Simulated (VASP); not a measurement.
Consider the following.

```
CELL_PARAMETERS angstrom
      0.00000     2.85860     2.85860
      2.85860     0.00000     2.85860
      2.85860     2.85860     0.00000
ATOMIC_POSITIONS crystal
  Ca 0.00000 0.00000 0.00000
  S  0.50000 0.50000 0.50000
```

All values below come from PBE GGA, VASP's PBE PAW potentials (set 64) (plane waves; VASP). Numerical set-up: 400 eV cut-off, 8×8×8 Γ-centred mesh, Gaussian smearing of 0.010 eV, potentials Ca_sv S.

Q: Give the electronic dielectric tensor ε∞ (DFPT, local fields included).

A: 
```
5.00  0.00  0.00
0.00  5.00  0.00
0.00  0.00  5.00
```

Q: Give the Born effective charges.

A: 
```csv
atom,Z*xx,Z*yy,Z*zz,mean
Ca1,2.37,2.37,2.37,2.37
S2,-2.37,-2.37,-2.37,-2.37
```

Q: And the static tensor with the ions free?

A: 
```
12.2  0.00  0.00
0.00  12.2  0.00
0.00  0.00  12.2
```

Q: Which frequencies do the optical Γ-point modes have (no LO-TO splitting)?

A: 215 (×3) cm⁻¹.

The compound is CaS in the rock salt structure. It was relaxed first.
